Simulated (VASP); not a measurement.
Write the native input for VASP 6.6.1 that does the following.

* Task: single point
* Functional: PBE
* Potentials or basis: VASP PAW PBE potentials, release 64 (Cl, F, Mn_pv)
* Cutoff: 520 eV
* k mesh: 8 × 8 × 4
* Occupations: fermi-dirac, width 0.1 eV
* Spin: no spin polarisation
* Dipole correction: no
* Further INCAR settings: ALGO = Fast; EDIFF = 1e-07; NBANDS = 36

The structure of MnClF lies in POSCAR:

```
MnClF
1.0
    3.9132309500      0.0000000000      0.0000000000
    0.0000000000      3.9132309500      0.0000000000
    0.0000000000      0.0000000000      6.4230941200
Cl F Mn
2 2 2
Direct
    0.2500000000      0.2500000000      0.6491000000
    0.7500000000      0.7500000000      0.3509000000
    0.7500000000      0.2500000000      0.0000000000
    0.2500000000      0.7500000000      0.0000000000
    0.2500000000      0.2500000000      0.2044500000
    0.7500000000      0.7500000000      0.7955500000
```

The cell was built by a generator and needn't be a form met in nature.

These files were run (other wordings do the same):

INCAR

```
PREC = Accurate ; ENCUT = 520
EDIFF = 1E-7 ; ISMEAR = -1
SIGMA = 0.1 ; LREAL = F
LASPH = T ; NELM = 100
ALGO = Fast ; ISIF = 2
LWAVE = F ; LCHARG = F
GGA = PE ; NBANDS = 36
```

KPOINTS

```
regular mesh
0
Gamma
  8 8 4
```

Potentials or basis: VASP PAW PBE potentials, release 64 (Cl, F, Mn_pv).

Command:

```sh
$ cat potpaw_PBE.64/Cl/POTCAR potpaw_PBE.64/F/POTCAR potpaw_PBE.64/Mn_pv/POTCAR > POTCAR
$ mpirun -np 1 vasp_std > vasp.out
```

Results of the run:

```
Pressure               : -12.3 GPa
Largest force          : 0.419 eV/Å
Band gap on the k mesh : none (metal or under the smearing width)
```

Caveat: the run has no spin polarisation, though such a crystal can be magnetic; semilocal functionals often make such compounds metallic where correlation or magnetic order opens a gap, which also shifts bond lengths.

It took 3.1 min on 1 thread of AMD EPYC 7R13 Processor (Zen 3), on a shared host, peak memory 0.25 GiB.
